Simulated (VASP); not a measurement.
Data:

```
CELL_PARAMETERS angstrom
      0.00000     2.44000     2.44000
      2.44000     0.00000     2.44000
      2.44000     2.44000     0.00000
ATOMIC_POSITIONS crystal
  Y  0.00000 0.00000 0.00000
  N  0.50000 0.50000 0.50000
```

Level of theory: PBE GGA, VASP's PBE PAW potentials (set 64) (plane waves; VASP). Run with 520 eV cut-off, 8×8×8 Γ-centred mesh, Gaussian smearing of 0.050 eV, potentials Y_sv N.

Predict the energy per atom (σ→0), pressure, band gap (on the k-mesh) with the smallest direct gap where there is one.

| Item | Value |
|---|---|
| band gap (on the k-mesh) | 0.18 eV |
| smallest direct gap (on the k-mesh) | 0.56 eV |
| energy per atom (σ→0) | -9.112 eV/atom |
| pressure | 24.8 kbar |

Only differences to runs with the same potentials and settings are physical.

The compound is YN in the rock salt structure. The cell was not relaxed at this level.
